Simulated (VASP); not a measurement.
These are PBE GGA with D3 dispersion (zero damping), VASP's PBE PAW potentials (set 64) (plane waves; VASP 6.6.1) values and carry that method's errors.

VASP ran on this input.

### KPOINTS
```
Automatic mesh
0
Gamma
14 14 8
0 0 0
```

**POSCAR**
```
Sc
10.1585530
  0.1613937196  -0.2795421142   0.0000000000
  0.1613937196   0.2795421142   0.0000000000
  0.0000000000   0.0000000000   0.5000000165
Sc
2
direct
  0.3333330000   0.6666670000   0.2500000000
  0.6666670000   0.3333330000   0.7500000000
```

**INCAR**
```
! general
SYSTEM =Sc
PREC   =Accurate
ENCUT  =520   ! plane-wave cut-off (eV)
LREAL  =.FALSE.   ! projection in real space or not
LASPH  =.TRUE.   ! aspherical one-centre terms

! electronic loop
EDIFF  =1E-7
NELM   =100   ! most electronic steps
ALGO   =Normal
LMAXMIX=4   ! l cut-off of mixed one-centre charges

! smearing
ISMEAR =-5

! functional
GGA    =PE
IVDW   =11   ! D3, zero damping

! ions
ISIF   =2

! output
LWAVE  =.FALSE.
LCHARG =.TRUE.
LORBIT =11
NEDOS  =601
```

POTCAR, in this order: Sc_sv (PBE.64 set). Program: vasp_std.

The resulting files:

### OSZICAR
```
       N       E                     dE             d eps       ncg     rms          rms(c)
DAV:   1     0.393149529416E+03    0.39315E+03   -0.11210E+04  3600   0.158E+03
DAV:   2     0.101242247760E+02   -0.38303E+03   -0.37735E+03  5036   0.663E+02
DAV:   3    -0.134178770844E+02   -0.23542E+02   -0.23143E+02  5967   0.194E+02
DAV:   4    -0.137898996376E+02   -0.37202E+00   -0.36376E+00  5455   0.237E+01
DAV:   5    -0.137972563121E+02   -0.73567E-02   -0.73271E-02  6023   0.303E+00    0.790E+00
DAV:   6    -0.126459433642E+02    0.11513E+01   -0.26620E+00  4503   0.217E+01    0.240E+00
DAV:   7    -0.124937210258E+02    0.15222E+00   -0.67831E-01  4650   0.999E+00    0.838E-01
DAV:   8    -0.124840800919E+02    0.96409E-02   -0.25575E-02  4980   0.240E+00    0.231E-01
DAV:   9    -0.124828912448E+02    0.11888E-02   -0.68749E-03  4719   0.104E+00    0.204E-02
DAV:  10    -0.124829058563E+02   -0.14611E-04   -0.11904E-04  6075   0.171E-01    0.864E-03
DAV:  11    -0.124829002839E+02    0.55724E-05   -0.42784E-06  5783   0.312E-02    0.222E-03
DAV:  12    -0.124829029665E+02   -0.26826E-05   -0.38569E-07  3981   0.737E-03    0.109E-03
DAV:  13    -0.124829023809E+02    0.58564E-06   -0.32223E-08  2682   0.364E-03    0.894E-05
DAV:  14    -0.124829023694E+02    0.11521E-07   -0.75661E-09  2395   0.239E-03
   1 F= -.13054214E+02 E0= -.13054214E+02  d E =0.000000E+00
```

**OUTCAR**
```
------------------------ aborting loop because EDIFF is reached ----------------------------------------
 Edisp (eV)   -0.57131
  FORCE on cell =-STRESS in cart. coord.  units (eV):
  Direction    XX          YY          ZZ          XY          YZ          ZX
  --------------------------------------------------------------------------------------
  Total      -0.00516    -0.00516    -0.03861     0.00000     0.00000     0.00000
  in kB      -0.17487    -0.17487    -1.30789     0.00000     0.00000     0.00000
  external pressure =       -0.55 kB  Pullay stress =        0.00 kB
  volume of cell :       47.30
      direct lattice vectors                 reciprocal lattice vectors
     1.639526655 -2.839743383  0.000000000     0.304966070 -0.176072248  0.000000000
     1.639526655  2.839743383  0.000000000     0.304966070  0.176072248  0.000000000
     0.000000000  0.000000000  5.079276667     0.000000000  0.000000000  0.196878427
 POSITION                                       TOTAL-FORCE (eV/Angst)
 -----------------------------------------------------------------------------------
      1.63953      0.94658      1.26982        -0.000000     -0.000000      0.000000
      1.63953     -0.94658      3.80946         0.000000      0.000000      0.000000
 -----------------------------------------------------------------------------------
    total drift:                               -0.000117      0.000682     -0.000015
  FREE ENERGIE OF THE ION-ELECTRON SYSTEM (eV)
  ---------------------------------------------------
  free  energy   TOTEN  =       -13.0542137595 eV

  energy  without entropy=      -13.0542137595  energy(sigma->0) =      -13.05421376

 total charge

# of ion       s       p       d       tot
------------------------------------------
    1        2.282   6.109   1.031   9.422
    2        2.282   6.109   1.031   9.422
--------------------------------------------------
tot          4.565  12.218   2.061  18.843
```
(Selected blocks of OUTCAR.)

File OUTCAR:
```
 val. band max:        3.9312981427   @ k =   0.3571   0.2857   0.5000

 cond. band min:       3.9169742022   @ k =   0.5000  -0.0000   0.3750


 Fermi energy:         3.9272173168

 k-point     1 :       0.0000    0.0000    0.0000
  band No.  band energies     occupation
      1     -45.3868      2.00000
      2     -45.3004      2.00000
      3     -24.2551      2.00000
      4     -23.8634      2.00000
      5     -23.8634      2.00000
      6     -23.7855      2.00000
      7     -23.7855      2.00000
      8     -23.7498      2.00000
      9      -1.2783      2.00000
     10       2.2428      2.00000
     11       4.6754      0.00000
     12       5.5598      0.00000
     13       5.5598      0.00000
     14       5.8727      0.00000
     15       6.0452      0.00000

 k-point     2 :       0.0714   -0.0000    0.0000
  band No.  band energies     occupation
      1     -45.3840      2.00000
      2     -45.2995      2.00000
      3     -24.2474      2.00000
      4     -23.8778      2.00000
      5     -23.8685      2.00000
      6     -23.8008      2.00000
      7     -23.7872      2.00000
      8     -23.7535      2.00000
      9      -1.1633      2.00000
     10       2.3375      2.00000
     11       4.5601      0.00000
     12       5.3458      0.00000
     13       5.6444      0.00000
     14       5.9649      0.00000
     15       6.0335      0.00000

 k-point     3 :       0.1429   -0.0000    0.0000
  band No.  band energies     occupation
      1     -45.3760      2.00000
      2     -45.2972      2.00000
      3     -24.2251      2.00000
      4     -23.9183      2.00000
      5     -23.8824      2.00000
      6     -23.8427      2.00000
      7     -23.7924      2.00000
      8     -23.7647      2.00000
      9      -0.8269      2.00000
     10       2.5986      2.00000
     11       4.2795     -0.01832
     12       4.9629      0.00000
     13       5.7779      0.00000
     14       5.8921      0.00000
     15       6.0217      0.00000
...
```

For a metal the tetrahedron method with Blöchl corrections gives inexact stress and forces.

The compound is Sc in the hcp structure. It was relaxed first, which changed the volume by -5 %.
